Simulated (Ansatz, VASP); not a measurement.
**Sn: VASP beside Ansatz**

One calculation is typed for both programs; each brings its own data sets and cutoff. How far apart do they land?

Program: Ansatz 0.2.0. Level of theory: plane waves, with VASP 6.6.1 beside it; relaxation of cell and atoms at PBE with D3(BJ). Results are calculated unless marked as measured.

The database entry behind the starting cell differs from later determinations by our own check (about 0.15 % long, nanocrystals), so it need not match the best structure at ambient conditions.

### Step 1. The starting structure

The structure is tetragonal, space group I4_1/amd (No. 141). The conventional cell has a = 5.839 Å, b = 5.839 Å, c = 3.188 Å, α = 90.00°, β = 90.00°, γ = 90.00°. Sn has 6 Sn at 3.03 to 3.19 Å nearest.

### Step 2. Ansatz: relaxation of cell and atoms, PBE with D3(BJ)

Ansatz runs on its default PAW (the set named soft_2) files.

The relaxed volume is the usual yardstick between codes: its relative difference is about their pressure difference at one cell divided by the bulk modulus.

Input file input.yaml:

```yaml
crystal:
  lattice:
    - [-2.919644075, 2.919644075, 1.5938]
    - [2.919644075, -2.919644075, 1.5938]
    - [2.919644075, 2.919644075, -1.5938]
  atoms:
    - { symbol: Sn, position: [0.0, 0.0, 0.0] }
    - { symbol: Sn, position: [0.75, 0.25, 0.5] }
hamiltonian:
  xc: pbe
  pseudopotentials: { kind: paw }
  dispersion: d3bj
kpoints:
  mp_grid: { grid: [8, 8, 8] }
scf:
  occupations: { method: fermi_dirac, width: 0.05 }
relax:
  f_tol: 0.01
  max_steps: 60
  cell: { stress_tol: 0.05 }
output:
  forces: true
  stress: true
```

Run with:

```sh
$ ansatz run input.yaml --threads 4 --pin off --max-ram 9216MiB --backend cpu --events-out ev --progress --plain --runs-dir out
```

Numbers of over 12 decimals in the logs are rounded to 6 here.

Log:

```text
Engine: ansatz 0.2.0, x86_64-unknown-linux-gnu
Pseudopotentials: kind: paw
Pseudopotential: Sn, paw, valence charge 14, recommended cutoff 420 eV (normal), Sn.paw.azcp
Functional definition: PBE
  parameter kappa = 0.804
  parameter beta = 0.066725
  exchange = pbe_x(kappa = kappa, mu = beta*pi^2/3)
  correlation = pbe_c(beta = beta)
Crystal: 2 atoms, lattice volume = 54.344 Å³
Basis set: ecut = 420 eV, 1093 PW (Γ), exchange–correlation on 60×60×60 points (8 copies of the dense FFT grid, shifted against one another)
Bands: 18, of which v1, the nominal top of the filled ones, is band 14 counted from 1 (13 counted from 0)
Symmetry: 16 space group operations
Space group: I41/amd (ITA 141), of the structure as read, at distance tolerance 3.8e-5 Å
k-points: 59 of 512
Non-local potential: Sn, projectors of the file, l = 0: 2, l = 1: 2, l = 2: 2, l = 3: 2
PAW form: soft (Blöchl's): semilocal exchange-correlation on the pseudo side does not see the compensation charge
PAW one-centre angular grid: Sn, 590 points (default); XC on 64 Gauss nodes
Initial density: superposition of atomic densities (neutral atoms: chi_scale 0, normalization atom), corrected by the library's trained network
Initial wavefunctions: pseudopotential atomic-orbital guess
Functional: x = pbe(κ = 0.804, μ = 0.219515), c = pbe(β = 0.066725)
SCF iter   1: F=—  HF=-12049.094411 eV  |F-HF|=—  |Δ(HF+E_count)|=         —  Δρ=1.19e-3  dr2=5.97e-4  ethr=1.77e-3  ⟨swp⟩=6.2  Hψ=5430  notcnv=0
preconditioner: auto → Kerker (q_TF=auto, 2.443 Å⁻¹)  [metal: Δε(μ)=0.016 eV  Ē_g=20.255 eV  σ=0.050 eV  W_gap=0.08  n_scr=16 (ndim 8)  ℏωp=26.7 eV  f_vac=0.000  D(μ)=1.13/eV (n_scr^D=4)]
SCF iter   2: F=—  HF=-12049.093366 eV  |F-HF|=—  |Δ(HF+E_count)|=   1.04e-3  Δρ=7.45e-4  dr2=2.89e-4  ethr=2.13e-6  ⟨swp⟩=2.0  Hψ=2342  notcnv=0
SCF iter   3: F=—  HF=-12049.093330 eV  |F-HF|=—  |Δ(HF+E_count)|=   3.64e-5  Δρ=3.89e-4  dr2=8.47e-5  ethr=1.03e-6  ⟨swp⟩=2.0  Hψ=1889  notcnv=0
SCF iter   4: F=—  HF=-12049.093334 eV  |F-HF|=—  |Δ(HF+E_count)|=   3.82e-6  Δρ=1.82e-4  dr2=1.50e-5  ethr=3.02e-7  ⟨swp⟩=2.6  Hψ=1892  notcnv=0
SCF iter   5: F=—  HF=-12049.093335 eV  |F-HF|=—  |Δ(HF+E_count)|=   1.79e-6  Δρ=1.04e-4  dr2=3.41e-6  ethr=5.34e-8  ⟨swp⟩=2.0  Hψ=1290  notcnv=0
SCF iter   6: F=—  HF=-12049.093334 eV  |F-HF|=—  |Δ(HF+E_count)|=   1.77e-6  Δρ=3.57e-5  dr2=4.27e-7  ethr=1.22e-8  ⟨swp⟩=2.1  Hψ=1710  notcnv=0
SCF iter   7: F=-12049.093333 eV  HF=-12049.093333 eV  |F-HF|=4.20e-8  |Δ(HF+E_count)|=   2.78e-7  Δρ=9.76e-6  dr2=3.10e-8  ethr=3.57e-10  ⟨swp⟩=3.2  Hψ=4461  notcnv=0
SCF 1 converged in 7 iterations: F = -12049.093333 eV  dr2 = 3.10e-8
  greatest PAW one-centre occupation: 0.991 electrons in one spin orbital (limit 2), on the Sn atom at site 1 (counted from 0), in its partial waves of l = 2
relax step   1: F+E_penalty+E_count = -12049.09333338 eV  Δ(F+E_penalty+E_count) = +0.000e0 eV  max|allowed force component| = 6.072e-18 eV/Å  Δτ_max = 0.0000 Å  P = +0.111 GPa  Ω = 54.344 Å³  (7 SCF iters, dr2 threshold 1.00e-7 eV, accepted)
[...]
relax step   2: F+E_penalty+E_count = -12049.09636709 eV  Δ(F+E_penalty+E_count) = -3.034e-3 eV  max|allowed force component| = 1.735e-18 eV/Å  Δτ_max = 0.0000 Å  P = -0.013 GPa  Ω = 54.492 Å³  energy of the carried Pulay correction = -3.058e-5 eV  (4 SCF iters, dr2 threshold 2.00e-7 eV, accepted)
[...]
relax step   3: F+E_penalty+E_count = -12049.09665839 eV  Δ(F+E_penalty+E_count) = -2.913e-4 eV  max|allowed force component| = 2.602e-18 eV/Å  Δτ_max = 0.0000 Å  P = +0.104 GPa  Ω = 54.410 Å³  energy of the carried Pulay correction = -1.381e-5 eV  (3 SCF iters, dr2 threshold 2.00e-7 eV, accepted)
[...]
relax step   4: F+E_penalty+E_count = -12049.09665709 eV  Δ(F+E_penalty+E_count) = +1.300e-6 eV  max|allowed force component| = 8.674e-19 eV/Å  Δτ_max = 0.0000 Å  P = -0.054 GPa  Ω = 54.567 Å³  energy of the carried Pulay correction = -4.616e-5 eV  (3 SCF iters, dr2 threshold 4.27e-8 eV, accepted)
[...]
relax step   5: F+E_penalty+E_count = -12049.09667949 eV  Δ(F+E_penalty+E_count) = -2.239e-5 eV  max|allowed force component| = 5.204e-18 eV/Å  Δτ_max = 0.0000 Å  P = +0.001 GPa  Ω = 54.509 Å³  energy of the carried Pulay correction = -3.416e-5 eV  (3 SCF iters, dr2 threshold 1.09e-8 eV, accepted)
[...]
relax step   6: F+E_penalty+E_count = -12049.09671767 eV  Δ(F+E_penalty+E_count) = -3.818e-5 eV  max|allowed force component| = 6.939e-18 eV/Å  Δτ_max = 0.0000 Å  P = +0.001 GPa  Ω = 54.509 Å³  stress off target by 2.41e-3 GPa  SCF on the basis re-selected at this cell (its energy is not comparable with the rows above)  (5 SCF iters)
basis re-selected at this cell: Δ(F+E_penalty+E_count) = -3.818e-5 eV, ΔP = +0.000 GPa vs the last step (what re-selecting the basis moved, of the pressure what is left beyond the Pulay correction that the steps carried, after the strain that the cell walked since its last selection, with what the two solves' SCF thresholds leave and, on support functions, any second-order correction that the steps lacked; it is no m [...]
SCF converged after 5 iterations
Free energy (F): -12049.096718 eV
Harris-Foulkes:  -12049.096718 eV  (|F-HF|=5.46e-12)
Internal energy: -12049.088521 eV  (E = F + TS)
E sigma→0 (E₀):  -12049.092619 eV
Entropy (-TS):   -0.008197 eV (-4.098 meV/atom)
Fermi energy:    10.642643 eV
--- Per-component energies (eV) ---
  E_band       = -165.686953
  E_kinetic    = 373.472198
  E_local      = -1706.176032  (includes V_loc(G=0)·N_el)
  E_nonlocal   = -64.710052
  E_hartree    = 1067.193931
  E_xc         = -765.305333
  E_vxc        = -192.348074  (∫ρ·V_xc dr)
  E_paw        = -8272.482910  (= ΣΔE_a)
  E_vpaw       = -710.312765  (= ΣTr[D̂ρ^β])
  E_aug_tail   = -0.000001  (compensation charges beyond the density's cutoff)
  E_ewald      = -2680.304149
  E_disp       = -0.776174  (pairwise vdW)
  E_smearing   = -0.008197  (= −TS)
  E_closure    = 0.000000  (closes the sum)
  Σ components = -12049.096718   (vs F -12049.096718, Δ=0.00e0)
--- Forces (eV/Å), atoms counted from 1 ---
  atom   1  Sn    -0.00000000     0.00000000    -0.00000000
  atom   2  Sn     0.00000000     0.00000000     0.00000000
  max |Σ_I F_I| component: 6.94e-18 eV/Å
--- Stress (GPa, compression-positive) ---
        0.000832       0.000000       0.000000
        0.000000       0.000832      -0.000000
        0.000000       0.000000       0.002407
  P = ⅓ Tr σ = 0.0014 GPa (0.014 kbar)
--- Relaxed structure (5 steps of the walk, 5 accepted, 1 SCFs on fresh bases) ---
  F+E_penalty+E_count = -12049.09671767 eV   max|allowed force component| = 6.939e-18 eV/Å   (the final SCF, on the basis selected at the relaxed cell)
  cell:  # Å, volume = 54.5089 Å³
    - [-2.902472, 2.902472, 1.617602]
    - [2.902472, -2.902472, 1.617602]
    - [2.902472, 2.902472, -1.617602]
  atoms:
    - { symbol: Sn, position: [0, 0, 0] }
    - { symbol: Sn, position: [0.75, 0.250000, 0.5] }
```

It took 4.4 s on 4 threads of Intel Xeon Platinum 8488C (Sapphire Rapids), shared host; peak memory 0.43 GiB; 15 s of CPU time.

### Step 3. VASP: relaxation of cell and atoms, PBE with D3(BJ)

The same cell, functional, mesh and smearing now go to VASP, with its own data sets and cutoff.

Lines of VASP's logs that name or quote its potential files are left out, and so is its time.

Input file INCAR:

```
SYSTEM = Sn
PREC = Accurate
ENCUT = 520
EDIFF = 1E-06
NELM = 100
ISMEAR = -1
SIGMA = 0.05
LREAL = .FALSE.
ALGO = Normal
GGA = PE
IVDW = 12
NBANDS = 20
LORBIT = 11
LWAVE = .FALSE.
LCHARG = .FALSE.
KPAR = 2
IBRION = 2
NSW = 60
ISIF = 3
EDIFFG = -0.01
```

Input file POSCAR:

```
Sn
1.0
   -2.9196440750      2.9196440750      1.5938000000
    2.9196440750     -2.9196440750      1.5938000000
    2.9196440750      2.9196440750     -1.5938000000
Sn
2
Direct
    0.0000000000      0.0000000000      0.0000000000
    0.7500000000      0.2500000000      0.5000000000
```

Input file KPOINTS:

```
Automatic mesh
0
Gamma
8 8 8
0 0 0
```

Potentials, in the order of the species: Sn_d (PBE family, release 64).

Run with:

```sh
$ mpirun -np 2 vasp_std
```

Log:

```text
[banner, memory and clock lines left out]
running    2 mpi-ranks, on    1 nodes
 distrk:  each k-point on    1 cores,    2 groups
 distr:  one band on    1 cores,    1 groups

 POSCAR found type information on POSCAR Sn
 POSCAR found :  1 types and       2 ions
 LDA part: xc-table for (Slater+PW92), standard interpolation
 POSCAR, INCAR and KPOINTS ok, starting setup
 FFT: planning ... GRIDC
 FFT: planning ... GRID_SOFT
 FFT: planning ... GRID
 WAVECAR not read
 entering main loop
       N       E                     dE             d eps       ncg     rms          rms(c)
DAV:   1     0.219324416150E+03    0.21932E+03   -0.14621E+04  2376   0.219E+03
DAV:   2     0.145292998001E+02   -0.20480E+03   -0.20125E+03  2372   0.460E+02
DAV:   3    -0.690650222017E+01   -0.21436E+02   -0.21205E+02  2672   0.139E+02
DAV:   4    -0.757602158856E+01   -0.66952E+00   -0.66851E+00  2720   0.268E+01
DAV:   5    -0.760311018131E+01   -0.27089E-01   -0.27088E-01  3280   0.511E+00    0.238E+00
DAV:   6    -0.758718750661E+01    0.15923E-01   -0.33154E-02  3168   0.262E+00    0.133E+00
DAV:   7    -0.758322796654E+01    0.39595E-02   -0.18872E-02  3212   0.201E+00    0.168E-01
DAV:   8    -0.758316747676E+01    0.60490E-04   -0.19248E-03  2896   0.597E-01    0.389E-02
DAV:   9    -0.758317389588E+01   -0.64191E-05   -0.59497E-05  3220   0.729E-02    0.136E-02
DAV:  10    -0.758317255625E+01    0.13396E-05   -0.79691E-06  3020   0.392E-02    0.113E-03
DAV:  11    -0.758317278412E+01   -0.22787E-06   -0.31631E-07  1652   0.787E-03
   1 F= -.83613966E+01 E0= -.83565683E+01  d E =-.836140E+01
[...]
2 F= -.83639901E+01 E0= -.83597211E+01  d E =-.259350E-02
[...]
3 F= -.83646444E+01 E0= -.83605141E+01  d E =-.324782E-02
[...]
4 F= -.83647143E+01 E0= -.83606013E+01  d E =-.331777E-02
 curvature:  -0.89 expect dE=-0.400E-04 dE for cont linesearch -0.984E-06
 ZBRENT: extrapolating
 opt :   1.8679  next Energy=    -8.364715 (dE=-0.332E-02)
 bond charge predicted
       N       E                     dE             d eps       ncg     rms          rms(c)
DAV:   1    -0.758757765567E+01   -0.47155E-04   -0.75565E-04  2736   0.224E-01    0.259E-02
DAV:   2    -0.758756015469E+01    0.17501E-04   -0.38617E-05  2860   0.987E-02    0.161E-02
DAV:   3    -0.758755012300E+01    0.10032E-04   -0.19654E-05  2840   0.680E-02    0.180E-03
DAV:   4    -0.758755035010E+01   -0.22710E-06   -0.45061E-06  2304   0.253E-02
   5 F= -.83647155E+01 E0= -.83606035E+01  d E =-.331891E-02
 curvature:  -1.02 expect dE=-0.685E-05 dE for cont linesearch -0.329E-08
 trial: gam= 0.00099 g(F)=  0.794E-49 g(S)=  0.669E-05 ort = 0.331E-05 (trialstep = 0.117E+01)
 search vector abs. value=  0.670E-05
 reached required accuracy - stopping structural energy minimisation
```

From OUTCAR (step 3):

```text
ion  position               nearest neighbor table
   1  0.000  0.000  0.000-   2 3.03   2 3.03   2 3.03   2 3.03
   2  0.750  0.250  0.500-   1 3.03   1 3.03   1 3.03   1 3.03

  LATTYP: Found a body centered tetragonal cell.
 ALAT       =     5.8392881500
 C/A-ratio  =     0.5458884573

 Subroutine GETGRP returns: Found 16 space group operations
 (whereof  8 operations were pure point group operations)

The static configuration has the point symmetry D_2d.
 The point group associated with its full space group is D_4h.

 Found     59 irreducible k-points:

   k-points           NKPTS =     59   k-points in BZ     NKDIM =     59   number of bands    NBANDS=     20

   dimension x,y,z NGX =    36 NGY =   36 NGZ =   36
   dimension x,y,z NGXF=    72 NGYF=   72 NGZF=   72

   ENCUT  =  520.0 eV  38.22 Ry    6.18 a.u.   8.23  8.23  8.23*2*pi/ulx,y,z

   NELECT =      28.0000    total number of electrons

 k-points in reciprocal lattice and weights: Automatic mesh
   0.00000000  0.00000000  0.00000000       0.002
   0.12500000  0.00000000  0.00000000       0.016
   0.25000000  0.00000000  0.00000000       0.016
   0.37500000  0.00000000 -0.00000000       0.016
   0.50000000  0.00000000  0.00000000       0.008
   0.12500000  0.12500000  0.00000000       0.016
   0.25000000  0.12500000 -0.00000000       0.031
   0.37500000  0.12500000  0.00000000       0.031
   0.50000000  0.12500000 -0.00000000       0.031
[...]
-0.37500000 -0.37500000  0.37500000       0.004
   0.50000000  0.50000000  0.50000000       0.002

 Edisp (eV)   -0.77718

 average (electrostatic) potential at core
       1 -99.0966       2 -99.0966

 E-fermi :   7.9057

 k-point     1 :       0.0000    0.0000    0.0000
  band No.  band energies     occupation
    ...
     10     -13.2130      2.00000
     11      -3.1710      2.00000
     12       4.5313      2.00000
     13       6.0538      2.00000
     14       6.0538      2.00000
     15      10.9987      0.00000
     16      14.3331      0.00000
     17      14.3331      0.00000
     18      14.4357      0.00000
     19      14.5293      0.00000
    ...

 k-point     2 :       0.1250    0.0000    0.0000
  band No.  band energies     occupation
    ...
     10     -13.2233      2.00000
     11      -2.8687      2.00000
     12       4.1328      2.00000
     13       6.0649      2.00000
     14       7.0099      2.00000
     15      11.5107      0.00000
     16      12.0735      0.00000
     17      12.5360      0.00000
     18      13.6105      0.00000
     19      14.0879      0.00000
    ...

 k-point     3 :       0.2500    0.0000    0.0000
  band No.  band energies     occupation
    ...
      9     -13.3470      2.00000
     10     -13.2471      2.00000
     11      -1.9651      2.00000
     12       3.8301      2.00000
     13       6.1890      2.00000
     14       8.3795      0.00015
     15       8.9751      0.00000
     16      10.0354      0.00000
     17      12.2472      0.00000
     18      12.3594      0.00000
    ...

 Edisp (eV)   -0.77717

  Total       0.00983     0.00983     0.00918     0.00000     0.00000     0.00000
  in kB       0.28925     0.28925     0.27014     0.00000     0.00000     0.00000
  external pressure =        0.28 kB  Pullay stress =        0.00 kB

  energy-cutoff  :      520.00
  volume of cell :       54.42
      direct lattice vectors                 reciprocal lattice vectors
    -2.901012097  2.901012097  1.616654195     0.000000000  0.172353642  0.309280736
     2.901012097 -2.901012097  1.616654195     0.172353642  0.000000000  0.309280736
     2.901012097  2.901012097 -1.616654195     0.172353642  0.172353642  0.000000000

 POSITION                                       TOTAL-FORCE (eV/Angst)
 -----------------------------------------------------------------------------------
      0.00000     -0.00000      0.00000         0.000000      0.000000     -0.000000
     -0.00000      2.90101      0.80833        -0.000000     -0.000000      0.000000
 -----------------------------------------------------------------------------------
    total drift:                               -0.000000      0.000000     -0.000000

  FREE ENERGIE OF THE ION-ELECTRON SYSTEM (eV)
  ---------------------------------------------------
  free  energy   TOTEN  =        -8.3647154890 eV

  energy  without entropy=       -8.3564915147  energy(sigma->0) =       -8.36060350

 reached required accuracy - stopping structural energy minimisation

 total charge
# of ion       s       p       d       tot
------------------------------------------
    1        1.235   1.016   9.975  12.226
    2        1.235   1.016   9.975  12.226
--------------------------------------------------
tot          2.469   2.033  19.951  24.453

[... 3 further parts left out ...]
```

CONTCAR:

```
Sn
   1.00000000000000
    -2.9010120968532300    2.9010120968532300    1.6166541949575703
     2.9010120968532300   -2.9010120968532300    1.6166541949575703
     2.9010120968532300    2.9010120968532300   -1.6166541949575703
  Sn
     2
Direct
     0.0000000000000000    0.0000000000000000    0.0000000000000000
     0.7500000000000000    0.2500000000000000    0.5000000000000000
```

Dispersion corrections of this kind ignore metallic screening and tend to overbind metals. The run keeps the 16 symmetry operations of its start, so it cannot find a distortion of lower symmetry.

### Step 4. Comparison

Known differences besides the potentials themselves: both relaxations stop at a tolerance, which leaves soft axes loose, and VASP keeps its plane-wave basis; the cutoff is 420 eV in Ansatz and 520 eV in VASP; VASP leaves aspherical gradient terms in its spheres out (LASPH is not set), Ansatz keeps them; Ansatz adds a Pulay correction to the stress that steers its cell, VASP none. Total energies have different zeros and are not compared.

Compared:

| quantity | Ansatz | VASP | difference |
| --- | --- | --- | --- |
| volume (Å³) | 54.51 | 54.42 | +0.16 % |
| edge a after relaxation, in the typed setting (Å) | 4.412 | 4.410 | +0.05 % |

The walks stopped with 0.00 GPa left in Ansatz and 0.03 GPa in VASP; each walk ends within a tolerance, so the volume difference is uncertain by about these residues over the bulk modulus, most in soft cells.

### Step 5. Results

```json
{
  "difference in volume (relaxation of cell and atoms, PBE with D3(BJ))": "0.16 %"
}
```

What this shows: The difference in volume is 0.16 % (relaxation of cell and atoms, PBE with D3(BJ)), within the 1.2 % picked in this series as the mark of a large difference, as far as the stopping tolerances let one tell. How closely two codes agree says nothing of how well the functional describes the real material.

[Lines on the potential files, build, host, timing and source positions are cut from VASP's logs without a mark.]

[Logs are printed without paths, hosts, clocks, repeated set-up lines and the standing remarks that a program may print on its own settings, such as how far it seeks lower states.]

[Hosts, paths, dates, database ids (printed as entryN), source tags and the programs' standing remarks are cut or masked in the printed files.]
